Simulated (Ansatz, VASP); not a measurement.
**Si: VASP beside Ansatz**

```
Si
1.0
     0.00000    2.73076    2.83208
     2.73076    0.00000    2.83208
     2.73076    2.73076    0.00000
Si
2
Direct
  0.50000 0.50000 0.50000
  0.75000 0.75000 0.75000
```

Alike in both runs: task single point; functional LDA; k mesh 12 × 12 × 12; occupations gaussian, width 0.05 eV; no spin polarisation.

|  | VASP | Ansatz |
| --- | --- | --- |
| version | VASP 6.6.1 | Ansatz 0.2.0 |
| potentials or method | VASP PAW LDA potentials, release 64 (Si) | scalar-relativistic, plane waves, PAW |
| plane-wave cutoff (eV) | 520 | 420 |
| valence electrons in the cell | 8 | 8 |

```csv
,VASP,Ansatz,Ansatz less VASP
gap on the k mesh at the Fermi level (eV),0.37,0.37,+0.002
least direct gap on the mesh (eV),2.17,2.17,-0.007
pressure (GPa),-5.8,-5.8,-0.04
largest component of the traceless stress (GPa),2.45,2.45,-0.001
```

Ansatz warned: «pseudo_functional_mismatch».
